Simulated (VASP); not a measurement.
## ZnGaP: relaxation of cell and atoms with PBE

ZnGaP:

```
CELL_PARAMETERS angstrom
4.01594 0.00000 0.00000
-2.00797 3.47791 0.00000
0.00000 0.00000 4.40420
ATOMIC_POSITIONS crystal
Zn 0.00000 0.00000 0.50000
Ga 0.66667 0.33333 0.00000
P 0.33333 0.66667 0.50000
```

The cell was built by a generator and needn't be a form met in nature.

```json
{
  "Program": "VASP 6.6.1",
  "Task": "relaxation of cell and atoms",
  "Functional": "PBE",
  "Potentials or basis": "VASP PAW PBE potentials, release 64 (Zn, Ga_d, P)",
  "Cutoff": "600 eV",
  "k mesh": "8 × 8 × 6",
  "Occupations": "fermi-dirac, width 0.05 eV",
  "Spin": "no spin polarisation",
  "Target pressure": "20 GPa",
  "Further INCAR settings": "ALGO = Normal; EDIFF = 1e-07; IBRION = 2; EDIFFG = -0.005; NSW = 40; ISIF = 3"
}
```

The relaxed volume is 14.21 Å³/atom. The relaxed cell is a = 4.049 Å, b = 4.049 Å, c = 3.004 Å, α = 90.00°, β = 90.00°, γ = 120.00°. The space group after relaxing (to 0.05 Å) is P-6m2 (No. 187), the energy change on relaxing (the enthalpy is what falls) is +319.8 meV/atom and the ionic steps are 15. The pressure after relaxing is 20.0 GPa and the band gap on the k mesh is none (metal or under the smearing width).

The path:
```
step  energy change (eV)  largest force (eV/Å)  pressure (GPa)  volume (Å³)
   1              0.0000                0.0002            0.05        61.51
   2              2.2048                0.0002           50.53        41.46
   3              0.5998                0.0001           19.51        49.27
   4              0.6278                0.0001           20.12        49.04
   5              0.6257                0.0002           19.95        47.75
   6              0.7417                0.0005           20.21        45.70
   7              1.2282                0.0007           27.13        40.80
   8              1.0122                0.0007           22.99        42.69
   9              1.1418                0.0007           25.43        41.48
  10              1.1861                0.0007           26.37        41.10
  11              0.7334                0.0004           10.01        45.87
  12              0.9983                0.0002           20.70        42.36
  13              1.0056                0.0003           20.96        42.30
  14              0.9350                0.0001           19.46        42.85
  15              0.9593                0.0001           19.98        42.64
```

Final structure:
```
CELL_PARAMETERS angstrom
4.04886 -0.00003 0.00000
-2.02445 3.50641 0.00000
0.00000 0.00000 3.00379
ATOMIC_POSITIONS crystal
Zn 0.00000 0.00000 0.50000
Ga 0.66667 0.33333 0.00000
P 0.33333 0.66667 0.50000
```

Levels at points of the mesh, in eV from the Fermi level:
```tsv
k point	band 12	band 13	band 14	band 15	band 16	band 17	band 18	band 19
(0.00, 0.00, 0.00)	-3.47	-2.52	-2.52	-0.51	-0.51	0.42	1.73	5.45
(0.50, 0.00, 0.00)	-7.80	-5.26	-3.35	1.90	4.46	5.98	6.12	6.44
(0.50, 0.50, 0.00)	-7.80	-5.26	-3.35	1.90	4.46	5.98	6.12	6.44
(0.00, 0.00, 0.50)	-7.30	-1.09	-1.09	0.21	1.21	3.08	3.08	3.70
(0.50, 0.00, 0.50)	-5.81	-5.36	-4.61	-2.65	0.18	0.89	1.59	7.60
(0.50, 0.50, 0.50)	-5.81	-5.36	-4.61	-2.65	0.18	0.89	1.59	7.60
```

Wall time 13 min on 1 thread of Intel(R) Xeon(R) Platinum 8559C (Emerald Rapids), on a shared host, peak memory 0.3 GiB.

Caveat: the cell is relaxed towards a set pressure, so the enthalpy falls and the energy may rise; the volume moved by over 15 % at a fixed basis, so the end points are rough.
